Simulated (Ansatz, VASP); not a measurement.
# One calculation of CuB4, two programs

File INCAR:

```
SYSTEM = CuB4
PREC     = Accurate       ! precision mode
ENCUT    = 520            ! plane-wave cutoff, eV
EDIFF    = 1E-7           ! SCF threshold, eV
ISMEAR   = 0              ! smearing method
SIGMA    = 0.1            ! smearing width, eV
LREAL    = .FALSE.        ! projectors in reciprocal space
LASPH    = .TRUE.         ! aspherical terms in the spheres
NELM     = 100            ! most SCF steps
ALGO     = Normal         ! electronic algorithm
ISIF     = 2              ! what is computed and relaxed
LWAVE    = .FALSE.        ! write WAVECAR
LCHARG   = .FALSE.        ! write CHGCAR
GGA      = PE             ! functional
NBANDS   = 20             ! bands
```

Contents of KPOINTS:

```
Automatic mesh
0
G
  6 6 6
  0 0 0
```

POSCAR

```
CuB4
1.0
   -2.1862101100      2.1862101100      2.1862101100
    2.1862101100     -2.1862101100      2.1862101100
    2.1862101100      2.1862101100     -2.1862101100
Cu B
1 4
Direct
    0.0000000000      0.0000000000      0.0000000000
    0.0000000000      0.0000000000      0.5000000000
    0.5000000000      0.0000000000      0.0000000000
    0.5000000000      0.5000000000      0.5000000000
    0.0000000000      0.5000000000      0.0000000000
```

Input for Ansatz:

```yaml
crystal:
  lattice:
    - [-2.18621011, 2.18621011, 2.18621011]
    - [2.18621011, -2.18621011, 2.18621011]
    - [2.18621011, 2.18621011, -2.18621011]
  atoms:
    - { symbol: Cu, position: [0.0, 0.0, 0.0] }
    - { symbol: B, position: [0.0, 0.0, 0.5] }
    - { symbol: B, position: [0.5, 0.0, 0.0] }
    - { symbol: B, position: [0.5, 0.5, 0.5] }
    - { symbol: B, position: [0.0, 0.5, 0.0] }
basis:
  ecutwfc: 420
kpoints:
  mp_grid: { grid: [6, 6, 6] }
hamiltonian:
  xc: pbe
scf:
  occupations: { method: gaussian, width: 0.1 }
  lower_state_search: "off"
output:
  forces: true
  stress: true
  eigenvalues: true
```

Change from the starting cell: species swapped into the NiHg4 type (Im-3m, No. 229).

Alike in both runs: task single point; functional PBE; k mesh 6 × 6 × 6; occupations gaussian, width 0.1 eV; no spin polarisation.

|  | VASP | Ansatz |
| --- | --- | --- |
| version | VASP 6.6.1 | Ansatz 0.2.0 |
| potentials or method | VASP PAW PBE potentials, release 64 (Cu, B) | scalar-relativistic, plane waves, PAW |
| plane-wave cutoff (eV) | 520 | 420 |
| valence electrons in the cell | 23 | 31 |

VASP gave:

| Item | Value |
| --- | --- |
| gap on the k mesh at the Fermi level (eV) | none |
| pressure (GPa) | 14.6 |

Q: What did Ansatz give for the same quantities?

A: gap on the k mesh at the Fermi level (eV): none; pressure (GPa): 14.7.

A gap of «none» marks a metal or a gap that the smearing closes. With one functional, cell and mesh, what is left measures potentials, basis and numerics. The two sets of potentials don't hold the same shells in valence.
